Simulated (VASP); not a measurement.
## YB6: structure and properties in VASP

Aim: relax YB6, then compute properties on the relaxed cell. The steps: full relaxation (r2SCAN), density, ELF and potential (r2SCAN), band structure (r2SCAN), density of states (r2SCAN), zone-centre phonons (r2SCAN), volume scan with r2SCAN, fit for r2SCAN and self-consistent run (r2SCAN), changed input. The start is a computed cell from the Materials Project.

Calculated with VASP 6.6.1; r2SCAN; plane waves and PAW (Y_sv, B).

### Step 1. The structure

Before any relaxation, the start is as follows. The structure is cubic, space group Pm-3m (No. 221). Conventional cell: a = 4.090 Å, b = 4.090 Å, c = 4.090 Å, α = 90.00°, β = 90.00°, γ = 90.00°. Nearest to Y lie 24 B at 3.00 Å. Nearest to B lie 6 B at 1.63 to 2.46 Å and 4 Y at 3.00 Å. Farther neighbours are not listed.

### Step 2. Full relaxation (r2SCAN)

The start need not lie at this functional's minimum. ISIF = 3 frees volume, shape and positions, and EDIFFG sets the threshold on forces and stress at which the search stops. r2SCAN adds the kinetic-energy density, costs more than a GGA and is run with LASPH.

Contents of INCAR:

```
SYSTEM = YB6
PREC = Accurate
ENCUT = 420
EDIFF = 1E-06
NELM = 100
ISMEAR = 0
SIGMA = 0.05
LREAL = .FALSE.
ALGO = Normal
METAGGA = R2SCAN
LASPH = .TRUE.
NBANDS = 21
LORBIT = 11
LWAVE = .FALSE.
LCHARG = .FALSE.
KPAR = 4
IBRION = 2
NSW = 60
ISIF = 3
EDIFFG = -0.01
```

Contents of POSCAR:

```
YB6
1.0
    4.0897680800      0.0000000000      0.0000000000
    0.0000000000      4.0897680800      0.0000000000
    0.0000000000      0.0000000000      4.0897680800
Y B
1 6
Direct
    0.0000000000      0.0000000000      0.0000000000
    0.8011341200      0.5000000000      0.5000000000
    0.1988658800      0.5000000000      0.5000000000
    0.5000000000      0.5000000000      0.8011341200
    0.5000000000      0.5000000000      0.1988658800
    0.5000000000      0.1988658800      0.5000000000
    0.5000000000      0.8011341200      0.5000000000
```

Contents of KPOINTS:

```
Automatic mesh
0
Gamma
6 6 6
0 0 0
```

PAW data sets: Y_sv and B (PBE family, release 64).

Run with:

```
> mpirun -np 4 vasp_std
```

What it wrote:

```text
[banner, memory and clock lines left out]
running    4 mpi-ranks, on    1 nodes
 distrk:  each k-point on    1 cores,    4 groups
 distr:  one band on    1 cores,    1 groups

 POSCAR found type information on POSCAR Y B
 POSCAR found :  2 types and       7 ions
|                                                                             |
|               ----> ADVICE to this user running VASP <----                  |
|                                                                             |
|     You enforced a specific xc type in the INCAR file but a different       |
|     [... a line on the potential file left out ...]
|     I HOPE YOU KNOW WHAT YOU ARE DOING!                                     |
|                                                                             |

 LDA part: xc-table for (None), standard interpolation
 POSCAR, INCAR and KPOINTS ok, starting setup
 FFT: planning ... GRIDC
 FFT: planning ... GRID_SOFT
 FFT: planning ... GRID
 WAVECAR not read
 entering main loop
       N       E                     dE             d eps       ncg     rms          rms(c)
DAV:   1     0.558638265796E+02    0.55864E+02   -0.12646E+04   840   0.111E+03
DAV:   2    -0.754020566166E+02   -0.13127E+03   -0.12664E+03  1076   0.248E+02
DAV:   3    -0.804670022681E+02   -0.50649E+01   -0.50179E+01  1315   0.412E+01
DAV:   4    -0.805711352657E+02   -0.10413E+00   -0.10377E+00  1200   0.486E+00
DAV:   5    -0.805737245609E+02   -0.25893E-02   -0.25888E-02  1149   0.622E-01    0.156E+01
DAV:   6    -0.684398637466E+02    0.12134E+02   -0.10386E+01  1115   0.218E+01    0.125E+01
DAV:   7    -0.675893537221E+02    0.85051E+00   -0.68783E+00  1133   0.133E+01    0.109E+01
DAV:   8    -0.677464423556E+02   -0.15709E+00   -0.17905E+00  1051   0.690E+00    0.185E+00
DAV:   9    -0.675852406689E+02    0.16120E+00   -0.64006E-01  1044   0.393E+00    0.405E-01
DAV:  10    -0.675861472835E+02   -0.90661E-03   -0.45904E-02  1034   0.111E+00    0.679E-01
DAV:  11    -0.675863802287E+02   -0.23295E-03   -0.27975E-03  1111   0.250E-01    0.216E-01
DAV:  12    -0.675863010223E+02    0.79206E-04   -0.54974E-04  1075   0.128E-01    0.400E-02
DAV:  13    -0.675863015664E+02   -0.54417E-06   -0.49994E-05  1036   0.470E-02    0.138E-02
DAV:  14    -0.675863012007E+02    0.36568E-06   -0.19094E-06   876   0.846E-03
   1 F= -.67586301E+02 E0= -.67585642E+02  d E =-.675863E+02
 curvature:   0.00 expect dE= 0.000E+00 dE for cont linesearch  0.000E+00
 trial: gam= 0.00000 g(F)=  0.159E-03 g(S)=  0.105E-03 ort = 0.000E+00 (trialstep = 0.100E+01)
 search vector abs. value=  0.264E-03
 bond charge predicted
       N       E                     dE             d eps       ncg     rms          rms(c)
DAV:   1    -0.675864304832E+02   -0.12892E-03   -0.16229E-02   955   0.798E-01    0.107E-01
DAV:   2    -0.675862847394E+02    0.14574E-03   -0.67105E-04   990   0.175E-01    0.469E-02
DAV:   3    -0.675862292385E+02    0.55501E-04   -0.26421E-04  1159   0.914E-02    0.409E-02
DAV:   4    -0.675862305477E+02   -0.13091E-05   -0.18701E-05  1062   0.236E-02    0.375E-02
DAV:   5    -0.675862307289E+02   -0.18121E-06   -0.85618E-06  1327   0.121E-02
   2 F= -.67586231E+02 E0= -.67585583E+02  d E =0.704719E-04
 trial-energy change:    0.000070  1 .order    0.000067   -0.000264    0.000399
 step:   0.3989(harm=  0.3989)  dis= 0.00045  next Energy=   -67.586354 (dE=-0.527E-04)
 bond charge predicted
       N       E                     dE             d eps       ncg     rms          rms(c)
DAV:   1    -0.675864224568E+02   -0.19191E-03   -0.58440E-03   950   0.480E-01    0.647E-02
DAV:   2    -0.675863679703E+02    0.54487E-04   -0.24206E-04   980   0.105E-01    0.287E-02
DAV:   3    -0.675863474069E+02    0.20563E-04   -0.94517E-05  1149   0.549E-02    0.242E-02
DAV:   4    -0.675863487796E+02   -0.13727E-05   -0.66451E-06  1041   0.141E-02    0.222E-02
DAV:   5    -0.675863514425E+02   -0.26629E-05   -0.27787E-06  1093   0.704E-03    0.469E-03
DAV:   6    -0.675863512514E+02    0.19106E-06   -0.19599E-07   540   0.285E-03
   3 F= -.67586351E+02 E0= -.67585698E+02  d E =-.500507E-04
 curvature:  -0.20 expect dE=-0.806E-05 dE for cont linesearch -0.178E-09
 trial: gam= 0.15468 g(F)=  0.163E-04 g(S)=  0.242E-04 ort =-0.486E-06 (trialstep = 0.880E+00)
 search vector abs. value=  0.466E-04
 reached required accuracy - stopping structural energy minimisation
```

Wall time 76 s (4 MPI ranks of Intel Xeon Platinum 8488C (Sapphire Rapids), shared host); peak memory 0.69 GiB.

The logs omit lines about the potential files and the build; timing stands in the text.

From OUTCAR (step 2):

```text
ion  position               nearest neighbor table
   1  0.000  0.000  0.000-   2 3.00   3 3.00   4 3.00   5 3.00   6 3.00   7 3.00   2 3.00   3 3.00
                             6 3.00   7 3.00   2 3.00   3 3.00   4 3.00   5 3.00   2 3.00   3 3.00
   2  0.801  0.500  0.500-   3 1.63   4 1.74   5 1.74   6 1.74   7 1.74   1 3.00   1 3.00   1 3.00
                             1 3.00
   3  0.199  0.500  0.500-   2 1.63   4 1.74   5 1.74   6 1.74   7 1.74   1 3.00   1 3.00   1 3.00
                             1 3.00
   4  0.500  0.500  0.801-   5 1.63   3 1.74   2 1.74   6 1.74   7 1.74   1 3.00   1 3.00   1 3.00
                             1 3.00
   5  0.500  0.500  0.199-   4 1.63   3 1.74   2 1.74   6 1.74   7 1.74   1 3.00   1 3.00   1 3.00
                             1 3.00
   6  0.500  0.199  0.500-   7 1.63   3 1.74   4 1.74   5 1.74   2 1.74   1 3.00   1 3.00   1 3.00
                             1 3.00
   7  0.500  0.801  0.500-   6 1.63   3 1.74   4 1.74   5 1.74   2 1.74   1 3.00   1 3.00   1 3.00
                             1 3.00

  LATTYP: Found a simple cubic cell.
 ALAT       =     4.0897680800

 Subroutine GETGRP returns: Found 48 space group operations
 (whereof 48 operations were pure point group operations)

The static configuration has the point symmetry O_h .

 Found     20 irreducible k-points:

   k-points           NKPTS =     20   k-points in BZ     NKDIM =     20   number of bands    NBANDS=     21

   dimension x,y,z NGX =    28 NGY =   28 NGZ =   28
   dimension x,y,z NGXF=    56 NGYF=   56 NGZF=   56

   ENCUT  =  420.0 eV  30.87 Ry    5.56 a.u.   6.83  6.83  6.83*2*pi/ulx,y,z

   NELECT =      29.0000    total number of electrons

 k-points in reciprocal lattice and weights: Automatic mesh
   0.00000000  0.00000000  0.00000000       0.005
   0.16666667  0.00000000  0.00000000       0.028
   0.33333333  0.00000000  0.00000000       0.028
   0.50000000  0.00000000  0.00000000       0.014
   0.16666667  0.16666667  0.00000000       0.056
   0.33333333  0.16666667  0.00000000       0.111
   0.50000000  0.16666667  0.00000000       0.056
   0.33333333  0.33333333  0.00000000       0.056
   0.50000000  0.33333333  0.00000000       0.056
[...]
0.50000000  0.50000000  0.33333333       0.028
   0.50000000  0.50000000  0.50000000       0.005

 average (electrostatic) potential at core
       1 -40.0192       2 -27.3898       3 -27.3898       4 -27.3899       5 -27.3899
       6 -27.3898       7 -27.3898

 E-fermi :   6.8012

 k-point     1 :       0.0000    0.0000    0.0000
  band No.  band energies     occupation
    ...
     10      -0.9503      2.00000
     11      -0.9503      2.00000
     12       4.6135      2.00000
     13       4.6135      2.00000
     14       4.6135      2.00000
     15       7.8184      0.00000
     16       7.8184      0.00000
     17       7.8184      0.00000
     18       7.8527      0.00000
     19       7.8527      0.00000
    ...

 k-point     2 :       0.1667    0.0000    0.0000
  band No.  band energies     occupation
    ...
     11       0.4460      2.00000
     12       3.8764      2.00000
     13       3.8764      2.00000
     14       4.7463      2.00000
     15       5.9790      2.00000
     16       8.1072      0.00000
     17       8.6210      0.00000
     18       8.6210      0.00000
     19       9.5728      0.00000
     20       9.6794      0.00000
    ...

 k-point     3 :       0.3333    0.0000    0.0000
  band No.  band energies     occupation
    ...
     11       2.2513      2.00000
     12       2.9040      2.00000
     13       2.9040      2.00000
     14       4.6065      2.00000
     15       5.0648      2.00000
     16       8.2821      0.00000
     17       8.2821      0.00000
     18       8.7054      0.00000
     19       8.8071      0.00000
     20      10.0910      0.00000
    ...

  Total        0.0341820      0.0341820      0.0341820     -0.0000000     -0.0000000      0.0000000
  in kB        0.8001221      0.8001221      0.8001221     -0.0000000     -0.0000000      0.0000000
  external PRESSURE =       0.8001221 kB  Pullay stress =       0.0000000 kB

  energy-cutoff  :      420.00
  volume of cell :       68.45
      direct lattice vectors                 reciprocal lattice vectors
     4.090570002 -0.000000000 -0.000000000     0.244464708 -0.000000000  0.000000000
     0.000000000  4.090570002  0.000000000     0.000000000  0.244464708  0.000000000
    -0.000000000  0.000000000  4.090570002     0.000000000 -0.000000000  0.244464708

 POSITION                                       TOTAL-FORCE (eV/Angst)
 -----------------------------------------------------------------------------------
      0.00000      4.09057      0.00000         0.000000      0.000000      0.000000
      3.27664      2.04529      2.04529         0.007496      0.000000     -0.000000
      0.81393      2.04529      2.04529        -0.007496      0.000000      0.000000
      2.04529      2.04529      3.27664         0.000000      0.000000      0.007496
      2.04529      2.04529      0.81393         0.000000      0.000000     -0.007496
      2.04529      0.81393      2.04529         0.000000     -0.007496     -0.000000
      2.04529      3.27664      2.04529         0.000000      0.007496      0.000000
 -----------------------------------------------------------------------------------
    total drift:                               -0.000000      0.000000      0.000000

  FREE ENERGIE OF THE ION-ELECTRON SYSTEM (eV)
  ---------------------------------------------------
  free  energy   TOTEN  =       -67.5863512514 eV

  energy  without entropy=      -67.5850438260  energy(sigma->0) =      -67.58569754

 reached required accuracy - stopping structural energy minimisation

 total charge
# of ion       s       p       d       f       tot
--------------------------------------------------
    1        2.092   6.179   0.854   0.055   9.181
    2        0.716   1.401   0.000   0.000   2.117
    3        0.716   1.401   0.000   0.000   2.117
    4        0.716   1.401   0.000   0.000   2.117
    5        0.716   1.401   0.000   0.000   2.117
    6        0.716   1.401   0.000   0.000   2.117
    7        0.716   1.401   0.000   0.000   2.117
--------------------------------------------------
tot          6.388  14.583   0.854   0.055  21.880

[... 3 further parts left out ...]
```

CONTCAR:

```
YB6
   1.00000000000000
     4.0905700020200442   -0.0000000000000000   -0.0000000000000000
     0.0000000000000000    4.0905700020200442    0.0000000000000000
    -0.0000000000000000    0.0000000000000000    4.0905700020200442
  Y               B
     1     6
Direct
     0.0000000000000000    1.0000000000000000    0.0000000000000000
     0.8010236737637751    0.5000000000000000    0.5000000000000000
     0.1989763262362249    0.5000000000000000    0.5000000000000000
     0.5000000000000000    0.5000000000000000    0.8010236737637751
     0.5000000000000000    0.5000000000000000    0.1989763262362249
     0.5000000000000000    0.1989763262362249    0.5000000000000000
     0.5000000000000000    0.8010236737637751    0.5000000000000000
```

This run has no spin polarisation. Its electron count is odd, so without a moment it is a metal by construction. The PAW data sets were made with PBE, which is usual practice but a small mismatch for other functionals. The run keeps the 48 symmetry operations of its start, so it cannot find a distortion of lower symmetry.

Little changed from the start: no atom moved by 0.005 Å and no cell edge by 0.1 %.

This step gave:

```yaml
electrons: 29
bands: 21
irreducible_k_points: 20
symmetry_operations: 48
free_energy_toten: -67.5864 eV
energy_at_zero_smearing: -67.5857 eV
fermi_energy: 6.801 eV
pressure: 0.08001 GPa
metallic: yes
scf_cycles_over_all_ionic_steps: 25
```

It ends with a largest force of 0.007 eV/Å and a pressure of 0.08 GPa.

(Continued in part 2 of 6.)

[Lines on the potential files, build, host, timing and source positions are cut from VASP's logs without a mark.]

[Logs are printed without paths, hosts, clocks, repeated set-up lines and the standing remarks that a program may print on its own settings, such as how far it seeks lower states.]

[Hosts, paths, dates, database ids (printed as entryN), source tags and the programs' standing remarks are cut or masked in the printed files.]

[Measured values are set beside computed ones only where the two were judged alike; some that the calculation misses by far are left out.]

[In band tables of VASP the shares of atoms and orbitals are scaled to a sum of 1 inside the atoms' spheres.]
